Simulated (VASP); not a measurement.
Crystal: Be3ZnSe4.

```
CELL_PARAMETERS angstrom
3.89386 0.00000 0.00000
-1.94693 3.37218 0.00000
0.00000 0.00000 10.24503
ATOMIC_POSITIONS crystal
Be 0.00000 0.00000 0.00000
Be 0.00000 0.00000 0.75258
Be 0.00000 0.00000 0.24742
Zn 0.00000 0.00000 0.50000
Se 0.66667 0.33333 0.35922
Se 0.66667 0.33333 0.87877
Se 0.33333 0.66667 0.64078
Se 0.33333 0.66667 0.12123
```

The cell was built by a generator and needn't be a form met in nature.

```yaml
Program: VASP 6.6.1
Task: relaxation of cell and atoms
Functional: PBE
Potentials_or_basis: VASP PAW PBE potentials, release 64 (Be, Zn, Se)
Cutoff: 520 eV
k_mesh: 4 × 4 × 2
Occupations: gaussian, width 0.15 eV
Spin: no spin polarisation
```

At the start: pressure -2.6 GPa; volume 16.82 Å³/atom.

**Question.** How do energy, volume and symmetry change on relaxing?

**Answer.** Over 9 steps the energy falls by 102.3 meV/atom and the volume is 16.15 Å³/atom (-4.0 %); space group P-3m1 (No. 164, to 0.05 Å).

The path:
| step | energy change (eV) | largest force (eV/Å) | pressure (GPa) | volume (Å³) |
| --- | --- | --- | --- | --- |
| 1 | 0.0000 | 0.3050 | -2.62 | 134.53 |
| 2 | -0.4366 | 0.2502 | 0.27 | 129.08 |
| 3 | -0.5001 | 0.3526 | 9.15 | 117.64 |
| 4 | -0.6512 | 0.1986 | 4.23 | 122.96 |
| 5 | -0.8125 | 0.1642 | -0.45 | 129.22 |
| 6 | -0.8144 | 0.1623 | -0.04 | 128.50 |
| 7 | -0.8141 | 0.1698 | 0.35 | 128.33 |
| 8 | -0.8180 | 0.0918 | 0.19 | 128.85 |
| 9 | -0.8185 | 0.0713 | -0.36 | 129.18 |

Final structure:
```xyz
8
Lattice="3.6236 0.0000 0.0000 -1.8118 3.1381 0.0000 0.0000 0.0000 11.3597" Properties=species:S:1:pos:R:3 pbc="T T T"
Be    0.0000    0.0000    0.0000
Be    0.0000    0.0000    8.6077
Be    0.0000    0.0000    2.7520
Zn    0.0000    0.0000    5.6799
Se    1.8118    1.0460    4.0525
Se    1.8118    1.0460    9.9993
Se    0.0000    2.0921    7.3072
Se    0.0000    2.0921    1.3604
```

Caveat: the k mesh is coarse (spacing up to 0.47 Å⁻¹), so the values aren't converged.
